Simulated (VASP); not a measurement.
All values below come from RPBE GGA, VASP's PBE PAW potentials (set 64) (plane waves; VASP 6.6.1).

The input files of a VASP run:

File KPOINTS:
```
Automatic mesh
0
Gamma
12 12 12
0 0 0
```

POSCAR:
```
TiCo
1.0
  2.9335869485   0.0000000000   0.0000000000
  0.0000000000   2.9335869485   0.0000000000
  0.0000000000   0.0000000000   2.9335869485
Ti Co
1 1
Cartesian
  0.0000000000   0.0000000000   0.0000000000
  1.4667934742   1.4667934742   1.4667934742
```

**INCAR**
```
ALGO = Normal
EDIFF = 1E-7
ENCUT = 520
GGA = RP
ISIF = 2
ISMEAR = 1
LASPH = T
LCHARG = F
LMAXMIX = 4
LREAL = F
LWAVE = F
NELM = 100
PREC = Accurate
SIGMA = 0.1
SYSTEM = TiCo
```

POTCAR, in this order: Ti_sv Co (PBE.64 set). Program: vasp_std.

What VASP printed:

**OSZICAR**
```
       N       E                     dE             d eps       ncg     rms          rms(c)
DAV:   1     0.153815376214E+03    0.15382E+03   -0.10484E+04  2352   0.192E+03
DAV:   2    -0.750170395960E+01   -0.16132E+03   -0.15852E+03  2424   0.412E+02
DAV:   3    -0.164621528980E+02   -0.89604E+01   -0.88917E+01  3896   0.108E+02
DAV:   4    -0.166835088443E+02   -0.22136E+00   -0.22050E+00  2798   0.139E+01
DAV:   5    -0.166923001396E+02   -0.87913E-02   -0.87911E-02  3496   0.257E+00    0.135E+01
DAV:   6    -0.149931002551E+02    0.16992E+01   -0.11868E+01  2872   0.534E+01    0.629E+00
DAV:   7    -0.171136011304E+02   -0.21205E+01   -0.25037E+01  3780   0.492E+01    0.214E+01
DAV:   8    -0.145854668915E+02    0.25281E+01   -0.14484E+01  3496   0.381E+01    0.179E+00
DAV:   9    -0.146221330968E+02   -0.36666E-01   -0.25230E-01  3170   0.515E+00    0.185E+00
DAV:  10    -0.146062717189E+02    0.15861E-01   -0.84267E-02  3524   0.372E+00    0.456E-01
DAV:  11    -0.146051949682E+02    0.10768E-02   -0.52117E-03  2896   0.855E-01    0.272E-01
DAV:  12    -0.146047195517E+02    0.47542E-03   -0.17019E-03  3404   0.360E-01    0.805E-02
DAV:  13    -0.146046639465E+02    0.55605E-04   -0.16333E-04  2892   0.125E-01    0.372E-02
DAV:  14    -0.146046566921E+02    0.72544E-05   -0.56266E-05  3404   0.675E-02    0.448E-03
DAV:  15    -0.146046570252E+02   -0.33308E-06   -0.20144E-06  2662   0.193E-02    0.130E-03
DAV:  16    -0.146046571506E+02   -0.12542E-06   -0.98758E-08  1736   0.474E-03    0.288E-04
DAV:  17    -0.146046570860E+02    0.64617E-07   -0.16147E-08  1278   0.160E-03
   1 F= -.14604657E+02 E0= -.14604228E+02  d E =-.128666E-02
```

OUTCAR:
```
------------------------ aborting loop because EDIFF is reached ----------------------------------------
  FORCE on cell =-STRESS in cart. coord.  units (eV):
  Direction    XX          YY          ZZ          XY          YZ          ZX
  --------------------------------------------------------------------------------------
  Total        1.8081352      1.8081352      1.8081352      0.0000000      0.0000000     -0.0000000
  in kB      114.7478553    114.7478553    114.7478553      0.0000000      0.0000000     -0.0000000
  external PRESSURE =     114.7478553 kB  Pullay stress =       0.0000000 kB
  volume of cell :       25.25
      direct lattice vectors                 reciprocal lattice vectors
     2.933586948  0.000000000  0.000000000     0.340879619  0.000000000  0.000000000
     0.000000000  2.933586948  0.000000000     0.000000000  0.340879619  0.000000000
     0.000000000  0.000000000  2.933586948     0.000000000  0.000000000  0.340879619
 POSITION                                       TOTAL-FORCE (eV/Angst)
 -----------------------------------------------------------------------------------
      0.00000      0.00000      0.00000         0.000000      0.000000      0.000000
      1.46679      1.46679      1.46679         0.000000      0.000000      0.000000
 -----------------------------------------------------------------------------------
    total drift:                                0.000000      0.000000     -0.000000
  FREE ENERGIE OF THE ION-ELECTRON SYSTEM (eV)
  ---------------------------------------------------
  free  energy   TOTEN  =       -14.6046570860 eV

  energy  without entropy=      -14.6033704229  energy(sigma->0) =      -14.60422820
```
(Selected blocks of OUTCAR.)

The compound is TiCo in the CsCl type structure. This cell is one point of a volume scan, at 0.94 of the reference volume. The run is not spin-polarised, so no magnetic state was tried. The electron count is odd and the run is not spin-polarised, which forces a metal.
